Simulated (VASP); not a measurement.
# Ca2P3Ru (P6/mmm) in VASP: single point with PBE

Aim: the single point of Ca2P3Ru with PBE.

Everything below comes from runs of VASP 6.6.1. Logs are shortened: lines on timing, memory, paths and dates and some standing lists are left out, and cuts for length are marked.

## (1) The cell of the first run

The structure is hexagonal, space group P6/mmm (No. 191). Conventional cell: a = 5.351 Å, b = 5.351 Å, c = 4.802 Å, α = 90.00°, β = 90.00°, γ = 120.00°. Ca (site symmetry -6m2) has 6 P at 2.86 Å and 3 Ca at 3.09 Å and 3 Ru at 3.09 Å as nearest neighbours. Around P (site symmetry mmm) lie 4 P at 2.68 Å and 4 Ca at 2.86 Å. Around Ru (site symmetry 6/mmm) lie 6 Ca at 3.09 Å.

The cell was built by a generator and needn't be a form met in nature.

## (2) Single point, PBE (species swapped into the PrAl2Ni3 type (P6/mmm, No. 191))

Contents of INCAR:

```
SYSTEM = Ca2P3Ru
  PREC = Accurate
  ENCUT = 520
  EDIFF = 1E-7
  ISMEAR = 0
  SIGMA = 0.1
  LREAL = .False.
  LASPH = .True.
  NELM = 100
  ALGO = Fast
  ISIF = 2
  LWAVE = .False.
  LCHARG = .True.
  GGA = PE
  LELF = .True.
  LVHAR = .True.
  NBANDS = 34
```

Contents of KPOINTS:

```
regular mesh
0
Gamma
  9 9 10
  0 0 0
```

Contents of POSCAR:

```
Ca2P3Ru
1.0
    5.3512119693      0.0000000000      0.0000000000
   -2.6756059846      4.6342855064      0.0000000000
    0.0000000000      0.0000000000      4.8023189902
Ca P Ru
2 3 1
Direct
    0.3333333333      0.6666666667      0.0000000000
    0.6666666667      0.3333333333      0.0000000000
    0.5000000000      0.0000000000      0.5000000000
    0.5000000000      0.5000000000      0.5000000000
    0.0000000000      0.5000000000      0.5000000000
    0.0000000000      0.0000000000      0.0000000000
```

Potentials or basis: VASP PAW PBE potentials, release 64 (Ca_sv, P, Ru_pv).

Command:

```
> cat potpaw_PBE.64/Ca_sv/POTCAR potpaw_PBE.64/P/POTCAR potpaw_PBE.64/Ru_pv/POTCAR > POTCAR
> mpirun -np 1 vasp_std > vasp.out
```

OUTCAR:

```text
SYSTEM = Ca2P3Ru
   PREC = Accurate
   ENCUT = 520
   EDIFF = 1E-7
   ISMEAR = 0
   LREAL = .False.
   LASPH = .True.
   NELM = 100
   ISIF = 2
   GGA = PE

 ion  position               nearest neighbor table
   1  0.333  0.667  0.000-   3 2.86   3 2.86   5 2.86   5 2.86   4 2.86   4 2.86   2 3.09   6 3.09
                             2 3.09   6 3.09   6 3.09   2 3.09
   2  0.667  0.333  0.000-   3 2.86   3 2.86   5 2.86   5 2.86   4 2.86   4 2.86   1 3.09   6 3.09
                             1 3.09   6 3.09   6 3.09   1 3.09
   3  0.500  0.000  0.500-   4 2.68   4 2.68   5 2.68   5 2.68   1 2.86   2 2.86   1 2.86   2 2.86

   4  0.500  0.500  0.500-   3 2.68   3 2.68   5 2.68   5 2.68   1 2.86   2 2.86   1 2.86   2 2.86

   5  0.000  0.500  0.500-   3 2.68   3 2.68   4 2.68   4 2.68   1 2.86   2 2.86   1 2.86   2 2.86

   6  0.000  0.000  0.000-   1 3.09   2 3.09   1 3.09   2 3.09   2 3.09   1 3.09

  LATTYP: Found a hexagonal cell.
 ALAT       =     5.3512119693
 C/A-ratio  =     0.8974264181

  Lattice vectors:

 A1 = (   5.3512119693,   0.0000000000,   0.0000000000)
 A2 = (  -2.6756059846,   4.6342855064,   0.0000000000)
 A3 = (   0.0000000000,   0.0000000000,   4.8023189902)

Analysis of symmetry for initial positions (statically):
=====================================================================
 Subroutine PRICEL returns:
 Original cell was already a primitive cell.

 Routine SETGRP: Setting up the symmetry group for a
 hexagonal supercell.

 Subroutine GETGRP returns: Found 24 space group operations
 (whereof 24 operations were pure point group operations)
 out of a pool of 24 trial point group operations.

The static configuration has the point symmetry D_6h.

Analysis of symmetry for dynamics (positions and initial velocities):
=====================================================================
 Subroutine PRICEL returns:
 Original cell was already a primitive cell.

 Routine SETGRP: Setting up the symmetry group for a
 hexagonal supercell.

 Subroutine GETGRP returns: Found 24 space group operations
 (whereof 24 operations were pure point group operations)
 out of a pool of 24 trial point group operations.

The dynamic configuration has the point symmetry D_6h.

 Subroutine INISYM returns: Found 24 space group operations
 (whereof 24 operations are pure point group operations),
 and found     1 'primitive' translations

----------------------------------------------------------------------------------------

                                     Primitive cell

  volume of cell :     119.0929

  direct lattice vectors                    reciprocal lattice vectors
     5.351211969  0.000000000  0.000000000     0.186873554  0.107891497  0.000000000
    -2.675605985  4.634285506  0.000000000     0.000000000  0.215782994  0.000000000
     0.000000000  0.000000000  4.802318990     0.000000000  0.000000000  0.208232731

  length of vectors
     5.351211969  5.351211969  4.802318990     0.215782994  0.215782994  0.208232731

  position of ions in fractional coordinates (direct lattice)
     0.333333333  0.666666667  0.000000000
     0.666666667  0.333333333  0.000000000
     0.500000000  0.000000000  0.500000000
     0.500000000  0.500000000  0.500000000
     1.000000000  0.500000000  0.500000000
     0.000000000  0.000000000  0.000000000

  ion indices of the primitive-cell ions
   primitive index   ion index
                 1           1
                 2           2
                 3           3
                 4           4
                 5           5
                 6           6

----------------------------------------------------------------------------------------

 KPOINTS: regular mesh

Automatic generation of k-mesh.
 Grid dimensions read from file:
 generate k-points for:    9    9   10

 Generating k-lattice:

  Cartesian coordinates                     Fractional coordinates (reciprocal lattice)
     0.020763728  0.011987944  0.000000000     0.111111111 -0.000000000  0.000000000
     0.000000000  0.023975888  0.000000000     0.000000000  0.111111111  0.000000000
     0.000000000  0.000000000  0.020823273     0.000000000  0.000000000  0.100000000

  Length of vectors
     0.023975888  0.023975888  0.020823273

  Shift w.r.t. Gamma in fractional coordinates (k-lattice)
     0.000000000  0.000000000  0.000000000

 Subroutine IBZKPT returns following result:
 ===========================================

 Found     72 irreducible k-points:

 Following reciprocal coordinates:
            Coordinates               Weight
  0.000000  0.000000  0.000000      1.000000
  0.111111  0.000000  0.000000      6.000000
  0.222222  0.000000  0.000000      6.000000
  0.333333  0.000000  0.000000      6.000000
  0.444444  0.000000  0.000000      6.000000
  0.111111  0.111111  0.000000      6.000000
[... 16 lines left out ...]
  0.333333  0.222222  0.100000     24.000000
  0.333333  0.333333  0.100000      4.000000
 [... further k-points ...]
   k-points           NKPTS =     72   k-points in BZ     NKDIM =     72   number of bands    NBANDS=     34
   number of dos      NEDOS =    301   number of ions     NIONS =      6
   total plane-waves  NPLWV =  57600
   dimension x,y,z NGX =    40 NGY =   40 NGZ =   36
   dimension x,y,z NGXF=    80 NGYF=   80 NGZF=   72
   ions per type =               2   3   1
   NGX,Y,Z   is equivalent  to a cutoff of  12.43, 12.43, 12.46 a.u.
   NGXF,Y,Z  is equivalent  to a cutoff of  24.85, 24.85, 24.92 a.u.
 SYSTEM =  Ca2P3Ru
   PREC   = accura    normal or accurate (medium, high low for compatibility)
   ISTART =      0    job   : 0-new  1-cont  2-samecut
   ICHARG =      2    charge: 1-file 2-atom 10-const
   ISPIN  =      1    spin polarized calculation?
   LNONCOLLINEAR =      F non collinear calculations
   LSORBIT =      F    spin-orbit coupling
   LASPH  =      T    aspherical Exc in radial PAW
   ENCUT  =  520.0 eV  38.22 Ry    6.18 a.u.   9.95  9.95  8.93*2*pi/ulx,y,z
   NELM   =    100;   NELMIN=  2; NELMDL= -5     # of ELM steps
   EDIFF  = 0.1E-06   stopping-criterion for ELM
   LREAL  =      F    real-space projection
   EDIFFG = 0.1E-05   stopping-criterion for IOM
   NSW    =      0    number of steps for IOM
   IBRION =     -1    ionic relax: 0-MD 1-quasi-New 2-CG
   NFREE  =      0    steps in history (QN), initial steepest desc. (CG)
   ISIF   =      2    stress and relaxation
   ISYM   =      2    0-nonsym 1-usesym 2-fastsym
   POTIM  = 0.5000    time-step for ionic-motion
   TEBEG  =    0.0;   TEEND  =   0.0 temperature during run
   PSTRESS=    0.0 pullay stress
   NELECT =      49.0000    total number of electrons
   NUPDOWN=      -1.0000    fix difference up-down
   EMIN   =  10.00;   EMAX   =-10.00  energy-range for DOS
   EFERMI =   0.00;   METHOD = LEGACY
   ISMEAR =     0;   SIGMA  =   0.10  broadening in eV -4-tet -1-fermi 0-gaus
   EFERMI_NEDOS =   21; number of points for ismear=-14 and -15
   IALGO  =     68    algorithm
   IMIX   =      4    mixing-type and parameters
     AMIX     =   0.40;   BMIX     =  1.00
     AMIX_MAG =   1.60;   BMIX_MAG =  1.00
  volume/ion in A,a.u.               =      19.85       133.95
  Fermi-wavevector in a.u.,A,eV,Ry     =   1.217619  2.300967 20.171955  1.482597
  Thomas-Fermi vector in A             =   2.352934
   LORBIT       =      0    0 simple, 1 ext, 2 COOP (PROOUT), +10 PAW based schemes
   GGA     = PE    functional components
   LHFCALC =     F    Hartree Fock is set to
   AEXX    =    0.0000 exact exchange contribution
   IVDW    =     0    specifies the selected vdW correction
   LEPSILON=     F    determine dielectric tensor
   LRPA    =     F    only Hartree local field effects (RPA)
 non-spin polarized calculation
 RMM-DIIS sequential band-by-band and
 Gauss-broadening in eV      SIGMA  =   0.10
  energy-cutoff  :      520.00
  volume of cell :      119.09
 maximum number of plane-waves:      3225
 NGX is ok and might be reduce to    40
   NGX = 19   NGY = 19   NGZ = 17

 number of electron      48.9999997 magnetization

 Free energy of the ion-electron system (eV)
  ---------------------------------------------------
  ext. energy  EPLUGINS =         0.00000000
  ---------------------------------------------------
  free energy    TOTEN  =       -27.06885647 eV

  energy without entropy =      -27.03102825  energy(sigma->0) =      -27.04994236

 E-fermi :   5.7262     XC(G=0): -10.3704

 val. band max:        5.7261755138   @ k =   0.4444   0.1111   0.4000
 cond. band min:       5.7329764960   @ k =   0.0000   0.0000   0.3000
 fundamental gap:      0.0068009823
 Fermi energy:         5.7262111312

 k-point     1 :       0.0000    0.0000    0.0000
  band No.  band energies     occupation
      1     -35.8068      2.00000
      2     -35.6586      2.00000
      3     -35.6586      2.00000
      4     -34.1677      2.00000
      5     -34.0382      2.00000
      6     -15.5037      2.00000
[... 26 lines left out ...]
     33      10.0793      0.00000
     34      10.1974      0.00000

 k-point     2 :       0.1111    0.0000    0.0000
  band No.  band energies     occupation
      1     -35.8068      2.00000
      2     -35.6590      2.00000
      3     -35.6587      2.00000
      4     -34.1638      2.00000
      5     -34.0417      2.00000
      6     -15.5084      2.00000
[... 26 lines left out ...]
     33      10.1192      0.00000
     34      10.5789      0.00000

 k-point     3 :       0.2222    0.0000    0.0000
  band No.  band energies     occupation
      1     -35.8068      2.00000
      2     -35.6600      2.00000
      3     -35.6587      2.00000
      4     -34.1530      2.00000
      5     -34.0515      2.00000
      6     -15.5199      2.00000
[... 26 lines left out ...]
     33       9.9369      0.00000
     34      10.2346      0.00000

 k-point     4 :       0.3333    0.0000    0.0000
  band No.  band energies     occupation
      1     -35.8068      2.00000
      2     -35.6611      2.00000
      3     -35.6587      2.00000
      4     -34.1378      2.00000
      5     -34.0656      2.00000
      6     -15.5323      2.00000
[... 26 lines left out ...]
     33       9.9626      0.00000
     34      10.3853      0.00000

 k-point     5 :       0.4444    0.0000    0.0000
  band No.  band energies     occupation
      1     -35.8068      2.00000
      2     -35.6618      2.00000
      3     -35.6587      2.00000
      4     -34.1235      2.00000
      5     -34.0792      2.00000
      6     -15.5401      2.00000
[... 621 lines left out ...]
 k-point    22 :       0.2222    0.2222    0.1000
  band No.  band energies     occupation
      1     -35.8068      2.00000
      2     -35.6610      2.00000
      3     -35.6592      2.00000
      4     -34.1293      2.00000
      5     -34.0735      2.00000
      6     -15.5518      2.00000
[... 26 lines left out ...]
     33       9.8494      0.00000
     34      10.1560      0.00000

 k-point    23 :       0.3333    0.2222    0.1000
  band No.  band energies     occupation
      1     -35.8068      2.00000
      2     -35.6612      2.00000
      3     -35.6596      2.00000
      4     -34.1149      2.00000
      5     -34.0873      2.00000
      6     -15.5645      2.00000
[... 26 lines left out ...]
     33      10.1622      0.00000
     34      10.3478      0.00000

 k-point    24 :       0.3333    0.3333    0.1000
  band No.  band energies     occupation
      1     -35.8068      2.00000
      2     -35.6605      2.00000
      3     -35.6605      2.00000
      4     -34.1010      2.00000
      5     -34.1010      2.00000
      6     -15.5725      2.00000
[... 26 lines left out ...]
     33      10.1888      0.00000
     34      10.1889      0.00000

 [... further k-points ...]

------------------------ aborting loop because EDIFF is reached ----------------------------------------

  FORCE on cell =-STRESS in cart. coord.  units (eV):
  Direction    XX          YY          ZZ          XY          YZ          ZX
  --------------------------------------------------------------------------------------
  -------------------------------------------------------------------------------------
  Total        0.0614075      0.0614075      0.2077503      0.0000000      0.0000000      0.0000000
  in kB        0.8261261      0.8261261      2.7949002      0.0000000      0.0000000      0.0000000
  external PRESSURE =       1.4823842 kB  Pullay stress =       0.0000000 kB

 VOLUME and BASIS-vectors are now :
 -----------------------------------------------------------------------------
  energy-cutoff  :      520.00
  volume of cell :      119.09
      direct lattice vectors                 reciprocal lattice vectors
     5.351211969  0.000000000  0.000000000     0.186873554  0.107891497  0.000000000
    -2.675605985  4.634285506  0.000000000     0.000000000  0.215782994  0.000000000
     0.000000000  0.000000000  4.802318990     0.000000000  0.000000000  0.208232731

 POSITION                                       TOTAL-FORCE (eV/Angst)
 -----------------------------------------------------------------------------------
     -0.00000      3.08952      0.00000        -0.000000     -0.000000     -0.000000
      2.67561      1.54476      0.00000         0.000000      0.000000      0.000000
      2.67561      0.00000      2.40116        -0.000000      0.000000     -0.000000
      1.33780      2.31714      2.40116        -0.000000      0.000000     -0.000000
     -1.33780      2.31714      2.40116        -0.000000      0.000000     -0.000000
      0.00000      0.00000      0.00000        -0.000000      0.000000     -0.000000
 -----------------------------------------------------------------------------------
    total drift:                                0.000000     -0.000000      0.000000

  FREE ENERGIE OF THE ION-ELECTRON SYSTEM (eV)
  ---------------------------------------------------
  free  energy   TOTEN  =       -27.0688564658 eV

  energy  without entropy=      -27.0310282473  energy(sigma->0) =      -27.04994236
```

It took 6.9 min on 1 thread of Intel Xeon Platinum 8488C (Sapphire Rapids), shared host; peak memory 0.41 GiB.

Results:

* Free energy: -27.0689 eV
* Pressure: 0.1 GPa
* Band gap on the k mesh: none (metal or under the smearing width)
